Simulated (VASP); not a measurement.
Here is a VASP 6.6.1 calculation.

INCAR

```
SYSTEM = HoO
  ALGO = Normal
  EDIFF = 1E-6
  ENCUT = 520
  GGA = PE
  ISIF = 2
  ISMEAR = 0
  ISPIN = 2
  LASPH = .TRUE.
  LCHARG = .FALSE.
  LDAU = .TRUE.
  LDAUJ = 0 0
  LDAUL = 3 -1
  LDAUPRINT = 1
  LDAUTYPE = 2
  LDAUU = 7 0
  LMAXMIX = 6
  LORBIT = 11
  LREAL = .FALSE.
  LWAVE = .FALSE.
  MAGMOM = 4 -4 0 0
  NELM = 150
  PREC = Accurate
  SIGMA = 0.05
```

KPOINTS

```
k-points
0
G
  6 6 6
  0 0 0
```

POSCAR

```
HoO
1.0
    0.0000000000      2.7574736800      2.7574736800
    2.7574736800      0.0000000000      2.7574736800
    2.7574736800      2.7574736800      0.0000000000
Ho O
2 2
Direct
    0.0000000000      0.0000000000      0.0000000000
    0.5000000000      0.5000000000      0.5000000000
    0.2500000000      0.2500000000      0.2500000000
    0.7500000000      0.7500000000      0.7500000000
```

Potentials or basis: VASP PAW PBE potentials, release 64 (Ho, O).

The run is started by

```bash
$ cat potpaw_PBE.64/Ho/POTCAR potpaw_PBE.64/O/POTCAR > POTCAR
$ mpirun -np 1 vasp_std > vasp.out
```

Q: Estimate the net moment.

A: 0.00 μB per cell.

Q: Predict the pressure.

A: 50.6 GPa.

Eigenvalues of the final occupation matrices:
| site | spin | trace | eigenvalues |
| --- | --- | --- | --- |
| site 1 f | 1 | 6.99 | 1.00 1.00 1.00 1.00 1.00 1.00 1.01 |
| site 1 f | 2 | 3.07 | 0.01 0.01 0.01 0.08 0.99 0.99 0.99 |
| site 2 f | 1 | 3.07 | 0.01 0.01 0.01 0.08 0.99 0.99 0.99 |
| site 2 f | 2 | 6.99 | 1.00 1.00 1.00 1.00 1.00 1.00 1.01 |

Caveat: the magnetic or orbital state may not be the lowest; a pressure of tens of GPa on the cell as given is suspect, and the run, the potentials or the cell itself is likely at fault; spin-orbit coupling is left out, which moves the levels of the heavy elements. The state reached can hang on the start; a lower one may exist.
